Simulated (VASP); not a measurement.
Input:

```
CELL_PARAMETERS angstrom
      2.89270     0.00000     0.00000
      0.00000     2.89270     0.00000
      0.00000     0.00000     2.89270
ATOMIC_POSITIONS crystal
  Cd 0.00000 0.00000 0.00000
```

Level of theory: r2SCAN meta-GGA, VASP's PBE PAW potentials (set 64) (plane waves; VASP). Settings: 400 eV cut-off, 11×11×11 Γ-centred mesh, first-order Methfessel-Paxton smearing of 0.10 eV, potentials Cd.

Energy and stress use the plane-wave basis of the starting cell.

The ions, cell shape and volume are relaxed. Predict the relaxed structure.

```
CELL_PARAMETERS angstrom
      2.92420     0.00000     0.00000
      0.00000     2.92420     0.00000
      0.00000     0.00000     2.92420
ATOMIC_POSITIONS crystal
  Cd 0.00000 0.00000 0.00000
```
Space group Pm-3m (221), at a tolerance of 0.03 Å.

How do energy and volume change from the first to the last step?

The energy (σ→0) changes by -4.0 meV/atom and the volume by +3.3 %, in 3 ionic steps.

The structure was generated: Cd was put into the simple-cubic type (Pm-3m), which need not be its known phase. This run relaxes it. Symmetry was kept, so distortions that lower it aren't found.
